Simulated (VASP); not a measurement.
A run of VASP 6.6.1 is set up as follows.

INCAR

```
SYSTEM = Bi3SbO3
ALGO = Normal
EDIFF = 1E-7
EDIFFG = -0.005
ENCUT = 520
GGA = PE
IBRION = 2
ISIF = 3
ISMEAR = 0
KPAR = 4
LASPH = .True.
LCHARG = .False.
LREAL = .False.
LWAVE = .False.
NELM = 120
NSW = 60
POTIM = 0.3
PREC = Accurate
SIGMA = 0.1
```

Contents of KPOINTS:

```
k-points
0
Gamma
  8 8 4
  0 0 0
```

POSCAR

```
Bi3SbO3                                 
1.0
    3.4582111926      0.0000000000      0.0000000000
   -0.0000000000      3.4582111926      0.0000000000
   -0.0000000000      0.0000000000     11.5463807614
  Sb              Bi              O             
     1     3     3
Direct
     1.0000000000000000    0.0000000000000000    0.5000000000000000
     1.0000000000000000    0.0000000000000000    0.0000000000000000
     0.5000000000000000    0.5000000000000000    0.2782868152649380
     0.5000000000000000    0.5000000000000000    0.7217131847350622
     0.5000000000000000    0.5000000000000000    0.0000000000000000
     1.0000000000000000    0.0000000000000000    0.2086187788228631
     0.0000000000000000    0.0000000000000000    0.7913812211771369
```

Potentials or basis: VASP PAW PBE potentials, release 64 (Sb, Bi_d, O).

The run is started by

```sh
$ cat potpaw_PBE.64/Sb/POTCAR potpaw_PBE.64/Bi_d/POTCAR potpaw_PBE.64/O/POTCAR > POTCAR
$ mpirun -np 4 vasp_std > vasp.out
```

(1) Predict the relaxed volume.

(2) Predict the relaxed cell.

(3) Predict the space group after relaxing (to 0.05 Å).

(4) What does it give for the band gap on the k mesh?

## Answers

(1) 19.74 Å³/atom.

(2) a = 3.458 Å, b = 3.458 Å, c = 11.558 Å, α = 90.00°, β = 90.00°, γ = 90.00°.

(3) P4/mmm (No. 123).

(4) none (metal or under the smearing width).

Caveat: spin-orbit coupling is left out, which moves the levels of the heavy elements.
